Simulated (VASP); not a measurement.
Input:

```xyz
8
Lattice="0.0000 2.8013 2.8013 2.8013 0.0000 2.8013 11.1963 11.1963 0.0090" Properties=species:S:1:pos:R:3 pbc="T T T"
Ga     2.8439     2.8439     5.5601
Ga     2.7577     2.7577     0.0436
Ga     5.5842     5.5842     0.0184
Ga    11.2122    11.2122     5.5957
P      1.3982     1.3982     1.4031
As     4.1728     4.1728     1.4299
As     6.9984     6.9984     1.4056
As     9.8246     9.8246     1.3808
```

Method: PBEsol GGA, VASP's PBE PAW potentials (set 64) (plane waves; VASP). Numerical set-up: 400 eV cut-off, 8×8×2 Γ-centred mesh, tetrahedra with Blöchl corrections, potentials Ga_d P As.

The cores are frozen, which limits the accuracy of field gradients.

### Question
Give the principal components of the electric field gradient (V/Å²) and the asymmetry η at each nucleus.

### Answer

```json
[
 {"atom": "Ga1", "Vxx": "-0.1", "Vyy": "-0.1", "Vzz": "0.1", "η": "-"},
 {"atom": "Ga2", "Vxx": "4.2", "Vyy": "4.2", "Vzz": "-8.5", "η": "0.00"},
 {"atom": "Ga3", "Vxx": "-1.6", "Vyy": "-1.6", "Vzz": "3.1", "η": "0.00"},
 {"atom": "Ga4", "Vxx": "-1.7", "Vyy": "-1.7", "Vzz": "3.5", "η": "0.00"},
 {"atom": "P5", "Vxx": "6.0", "Vyy": "6.0", "Vzz": "-11.9", "η": "0.00"},
 {"atom": "As6", "Vxx": "-4.1", "Vyy": "-4.1", "Vzz": "8.3", "η": "0.00"},
 {"atom": "As7", "Vxx": "-4.8", "Vyy": "-4.8", "Vzz": "9.5", "η": "0.00"},
 {"atom": "As8", "Vxx": "-3.1", "Vyy": "-3.1", "Vzz": "6.3", "η": "0.00"}
]
```

The structure was generated: Ga4As3P was put into an ordered model structure (R3m), which need not be its known phase. It was relaxed first.
